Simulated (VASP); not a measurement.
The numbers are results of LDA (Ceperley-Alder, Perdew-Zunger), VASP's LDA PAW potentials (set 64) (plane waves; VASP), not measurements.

Input for VASP

**POSCAR**
```
Ti
4.5527730
  0.3136499434  -0.5432576494   0.0000000000
  0.3136499434   0.5432576494   0.0000000000
  0.0000000000   0.0000000000   1.0000001048
Ti
2
Cart
  0.3136499434   0.1810862453   0.2500000262
  0.3136499434  -0.1810862453   0.7500000786
```

**INCAR**
```
SYSTEM = Ti
PREC = Accurate; ENCUT = 520; LREAL = .FALSE.
LASPH = .TRUE.
EDIFF = 1E-7; NELM = 100; ALGO = Normal
LMAXMIX = 4
ISMEAR = -5
ISIF = 2
LWAVE = .FALSE.; LCHARG = .TRUE.; LORBIT = 11
NEDOS = 601
```

KPOINTS:
```
Automatic mesh
0
Gamma
16 16 9
0 0 0
```

POTCAR, in this order: Ti_sv (LDA.64 set). Program: vasp_std.

Output

**OSZICAR**
```
       N       E                     dE             d eps       ncg     rms          rms(c)
DAV:   1     0.245004717822E+03    0.24500E+03   -0.13575E+04  4808   0.188E+03
DAV:   2     0.891771113079E+01   -0.23609E+03   -0.23486E+03  4920   0.494E+02
DAV:   3    -0.179473237407E+02   -0.26865E+02   -0.26776E+02  9368   0.135E+02
DAV:   4    -0.189591286632E+02   -0.10118E+01   -0.10117E+01  4984   0.279E+01
DAV:   5    -0.190133841655E+02   -0.54256E-01   -0.54257E-01  7936   0.445E+00    0.125E+01
DAV:   6    -0.171025018634E+02    0.19109E+01   -0.69316E+00  5688   0.309E+01    0.334E+00
DAV:   7    -0.170814749578E+02    0.21027E-01   -0.77954E-01  7176   0.729E+00    0.203E+00
DAV:   8    -0.171093413772E+02   -0.27866E-01   -0.23608E-01  5560   0.676E+00    0.733E-01
DAV:   9    -0.171001739210E+02    0.91675E-02   -0.50610E-02  5640   0.283E+00    0.857E-02
DAV:  10    -0.171006036680E+02   -0.42975E-03   -0.29609E-03  7640   0.424E-01    0.895E-02
DAV:  11    -0.171006038083E+02   -0.14028E-06   -0.20492E-04  6480   0.149E-01    0.327E-02
DAV:  12    -0.171005938241E+02    0.99843E-05   -0.37550E-05  6104   0.606E-02    0.994E-04
DAV:  13    -0.171005940648E+02   -0.24070E-06   -0.11956E-06  6872   0.983E-03    0.212E-03
DAV:  14    -0.171005942954E+02   -0.23067E-06   -0.38261E-07  5824   0.568E-03    0.331E-04
DAV:  15    -0.171005943045E+02   -0.90490E-08   -0.25929E-08  3088   0.149E-03
   1 F= -.17100594E+02 E0= -.17100594E+02  d E =0.000000E+00
```

File OUTCAR:
```
------------------------ aborting loop because EDIFF is reached ----------------------------------------
  FORCE on cell =-STRESS in cart. coord.  units (eV):
  Direction    XX          YY          ZZ          XY          YZ          ZX
  --------------------------------------------------------------------------------------
  Total        0.0351117      0.0351117     -0.1077503      0.0000000      0.0000000     -0.0000000
  in kB        1.7492566      1.7492567     -5.3680917      0.0000000      0.0000000     -0.0000000
  external PRESSURE =      -0.6231928 kB  Pullay stress =       0.0000000 kB
  volume of cell :       32.16
      direct lattice vectors                 reciprocal lattice vectors
     1.427976994 -2.473328758  0.000000000     0.350145697 -0.202156708  0.000000000
     1.427976994  2.473328758  0.000000000     0.350145697  0.202156708  0.000000000
     0.000000000  0.000000000  4.552773477     0.000000000  0.000000000  0.219646333
 POSITION                                       TOTAL-FORCE (eV/Angst)
 -----------------------------------------------------------------------------------
      1.42798      0.82444      1.13819        -0.000000     -0.000000      0.000000
      1.42798     -0.82444      3.41458         0.000000      0.000000      0.000000
 -----------------------------------------------------------------------------------
    total drift:                               -0.000162      0.001048     -0.000018
  FREE ENERGIE OF THE ION-ELECTRON SYSTEM (eV)
  ---------------------------------------------------
  free  energy   TOTEN  =       -17.1005943045 eV

  energy  without entropy=      -17.1005943045  energy(sigma->0) =      -17.10059430

 total charge

# of ion       s       p       d       tot
------------------------------------------
    1        2.269   6.132   1.971  10.372
    2        2.269   6.132   1.971  10.372
--------------------------------------------------
tot          4.539  12.264   3.942  20.745
```
(Selected blocks of OUTCAR.)

For a metal the tetrahedron method with Blöchl corrections gives inexact stress and forces.

The compound is Ti in the hcp structure. It was relaxed first, which changed the volume by -9 %.
